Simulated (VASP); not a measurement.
Runs of VASP 6.6.1 on ZrC. The structure is cubic, space group Fm-3m (No. 225). The conventional cell has a = 4.671 Å, b = 4.671 Å, c = 4.671 Å, α = 90.00°, β = 90.00°, γ = 90.00°. Zr (site symmetry m-3m) is surrounded by 6 C at 2.34 Å. C (site symmetry m-3m) has 6 Zr at 2.34 Å as nearest neighbours. 

```tsv
level	potentials or basis	k mesh	cutoff (eV)	smearing	further INCAR settings	gap on the mesh (eV)	pressure (GPa)
PBEsol	VASP PAW PBE potentials, release 64 (Zr_sv, C)	16 × 16 × 16	520	gaussian 0.5 eV	ALGO = Fast; EDIFF = 1e-07	none	0.1
PBEsol	VASP PAW PBE potentials, release 64 (Zr_sv, C)	16 × 16 × 16	700	gaussian 0.1 eV	ALGO = Fast; EDIFF = 1e-07	none	(a)
PBEsol	VASP PAW PBE potentials, release 64 (Zr_sv, C)	24 × 24 × 24	520	gaussian 0.1 eV	ALGO = Fast; EDIFF = 1e-07	none	0.1
PBEsol	VASP PAW PBE potentials, release 64 (Zr_sv, C_h)	16 × 16 × 16	900	gaussian 0.1 eV	ALGO = Fast; EDIFF = 1e-07	none	-0.1
r2SCAN	VASP PAW PBE potentials, release 64 (Zr_sv, C)	16 × 16 × 16	520	gaussian 0.1 eV	ALGO = Normal; EDIFF = 1e-07	none	6.5
```

Alike in all rows: task single point; no spin polarisation; cell as given.

Q: Fill in the values left out.

A: (a) 0.0.

Caveats: the PAW data sets were made with another functional, which shifts forces and pressure a little; the cutoff is under 1.25 times the usual one of these potentials, so pressure, stress and relaxed cells hold a basis-set (Pulay) error (some runs).

A k mesh can miss the band edges, and the runs leave out spin-orbit coupling on Zr.

A gap of «none» marks a metal or a gap under the smearing width.

Not every run made on this cell is shown here.
